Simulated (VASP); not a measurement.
```xyz
2
Lattice="0.0000 2.3944 2.3944 2.3944 0.0000 2.3944 2.3944 2.3944 0.0000" Properties=species:S:1:pos:R:3 pbc="T T T"
Ca     0.0000     0.0000     0.0000
O      2.3944     2.3944     2.3944
```

All values below come from AM05 GGA, VASP's PBE PAW potentials (set 64) (plane waves; VASP). Settings: 520 eV cut-off, Gaussian smearing of 0.050 eV, potentials Ca_sv O.

Give the energies of bands 6 to 11 at the high-symmetry points, in eV from the valence-band maximum.

```tsv
band	Γ	X	U	L	W
6	0.00	-1.30	-1.36	-2.69	-1.32
7	0.00	-0.37	-1.22	-1.24	-1.07
8	0.00	-0.37	-0.80	-1.24	-1.07
9	4.77	3.57	5.11	7.08	6.31
10	6.23	8.13	8.03	8.41	6.31
11	6.23	8.94	8.65	8.41	8.46
```

The gap is indirect, 3.57 eV, from the valence maximum at Γ to the conduction minimum at X.

The compound is CaO in the rock salt structure. It was relaxed first.
